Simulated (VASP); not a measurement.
**Si3C: single point with PBE**

Crystal: Si3C.

```
Si C
1.0
     4.91480    0.00000    0.00000
    -2.45740    4.25634    0.00000
     0.00000    0.00000    2.43311
Si C
3 1
Direct
  0.50688 0.99580 0.51641
  0.00938 0.51615 0.51302
  0.50822 0.50859 0.49988
  0.99418 0.00461 0.48583
```

The cell was built by a generator and needn't be a form met in nature.

The cell isn't the ideal one: atoms moved at random, drawn with an rms of 0.05 Å.

* Program: VASP 6.6.1
* Task: single point
* Functional: PBE
* Potentials or basis: VASP PAW PBE potentials, release 64 (Si, C)
* Cutoff: 520 eV
* k mesh: 6 × 6 × 11
* Occupations: fermi-dirac, width 0.05 eV
* Spin: no spin polarisation

- Pressure: 0.1 GPa
- Largest force: 0.893 eV/Å
- Band gap on the k mesh: none (metal or under the smearing width)

Forces in eV/Å, atoms in the order of the input:
```
Si   0.266  0.848 -0.085
Si  -0.308 -0.292 -0.078
Si   0.254 -0.435 -0.041
C   -0.211 -0.121  0.203
```

Stress tensor (GPa, compression positive):
```
 0.16 -0.07  0.09
-0.07  0.25  0.12
 0.09  0.12 -0.13
```

Levels at points of the mesh, in eV from the Fermi level:
```
           k point  band 4  band 5  band 6  band 7  band 8  band 9  band 10  band 11  band 12  band 13
(0.00, 0.00, 0.00)   -7.10   -7.00   -6.53   -6.41    4.03    4.05     4.16     6.68     7.71     8.55
(0.50, 0.00, 0.00)   -8.67   -2.75   -2.09   -1.87   -0.61    1.08     2.21     4.28     5.63     8.21
(0.00, 0.50, 0.00)   -8.68   -2.75   -2.03   -1.89   -0.63    1.07     2.21     4.28     5.63     8.20
(0.50, 0.50, 0.00)   -8.66   -2.74   -2.05   -1.88   -0.66    1.11     2.21     4.28     5.61     8.23
```

It took 120 s on 1 thread of AMD EPYC 9R14 (Zen 4) (shared host), peak memory 0.24 GiB.
